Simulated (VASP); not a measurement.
Input of a VASP 6.6.1 run:

Contents of INCAR:

```
SYSTEM = Al32C
ALGO = Fast ; EDIFF = 1E-6
ENCUT = 520 ; GGA = CA
ISIF = 2 ; ISMEAR = 0
LASPH = .True. ; LCHARG = .True.
LELF = .True. ; LREAL = Auto
LVHAR = .True. ; LWAVE = .False.
NBANDS = 72 ; NELM = 100
PREC = Accurate ; SIGMA = 0.15
```

The input KPOINTS:

```
k-points
0
Gamma
  2 2 2
  0 0 0
```

The input POSCAR:

```
Al32C
1.0
    8.1000000000      0.0000000000      0.0000000000
    0.0000000000      8.1000000000      0.0000000000
    0.0000000000      0.0000000000      8.1000000000
Al C
32 1
Direct
    0.4962477921     -0.0035686328      0.0019367134
    0.7534811002      0.2536730508      0.0019440348
    0.7534718174     -0.0035548764      0.2478058589
    0.0042950833      0.0010075900      0.0043215873
    0.2454787593      0.2491105936      0.0043029745
    0.5008004237      0.5044464097      0.0043028615
    0.7489048025      0.7456337476      0.0043165807
    0.2454871844      0.0010030775      0.2455134748
    0.4962584222      0.2536623344      0.2478269049
    0.7489075466      0.5044458517      0.2455044416
    0.4859735464     -0.0138604777      0.4860036535
    0.7638281907      0.2639708316      0.4859812086
    0.7638514446     -0.0139091341      0.7638719202
    0.0023511788      0.5025429051      0.0023804507
    0.2473781464      0.7475664829      0.0023794232
    0.0042810441      0.2491111283      0.2455001540
    0.2473846838      0.5025373464      0.2474117916
    0.5008032166      0.7456587353      0.2455161725
    0.0019068122     -0.0035700772      0.4962729060
    0.2477914180      0.2536609364      0.4962872439
    0.4962557248      0.5021072722      0.4962831293
    0.7534797917      0.7479975831      0.4962789158
    0.2477723744     -0.0035538625      0.7535002911
    0.4859602075      0.2639618601      0.7638388953
    0.7534730005      0.5021312913      0.7535026360
    0.0023507769      0.7475657862      0.2474050982
    0.0042819234      0.5044519902      0.5008310230
    0.2454891003      0.7456575941      0.5008341698
    0.0019115691      0.2536751749      0.7535131841
    0.2454807871      0.5044432061      0.7489393142
    0.4962515803      0.7480002145      0.7535103420
    0.0042916035      0.7456322613      0.7489357814
    0.6249259472      0.1250388051      0.6249379634
```

Potentials or basis: VASP PAW LDA potentials, release 64 (Al, C).

Launch:

```sh
$ cat potpaw_LDA.64/Al/POTCAR potpaw_LDA.64/C/POTCAR > POTCAR
$ mpirun -np 1 vasp_std > vasp.out
```

Estimate the band gap on the k mesh.

none (metal or under the smearing width).

Predict the pressure.

-2.2 GPa.

What does it give for the largest force?

0.037 eV/Å.

Forces on the atoms (eV/Å):
```
Al   0.000  0.000 -0.003
Al   0.001  0.001 -0.003
Al   0.001 -0.001  0.004
Al  -0.002 -0.002 -0.002
Al   0.001  0.002 -0.002
Al  -0.002 -0.001 -0.002
Al   0.002  0.002 -0.002
Al   0.002 -0.002  0.002
Al   0.000  0.001  0.004
Al   0.002 -0.002  0.002
Al  -0.021 -0.020 -0.022
Al   0.020  0.021 -0.021
Al   0.020 -0.020  0.020
Al  -0.003 -0.003 -0.003
Al   0.003  0.003 -0.003
Al  -0.002  0.002  0.001
Al   0.003 -0.004  0.004
Al  -0.002  0.002  0.001
Al  -0.003  0.000 -0.001
Al   0.005  0.001  0.000
Al   0.000 -0.004  0.000
Al   0.001  0.004 -0.001
Al   0.005 -0.001  0.001
Al  -0.021  0.021  0.020
Al   0.000 -0.004  0.001
Al  -0.003  0.003  0.003
Al  -0.002 -0.001 -0.002
Al   0.001  0.002 -0.002
Al  -0.003  0.001  0.001
Al   0.002 -0.002  0.002
Al  -0.001  0.003  0.001
Al  -0.002  0.001  0.002
C    0.000  0.000  0.000
```

Caveat: the k mesh is coarse (spacing up to 0.39 Å⁻¹), so the values aren't converged.
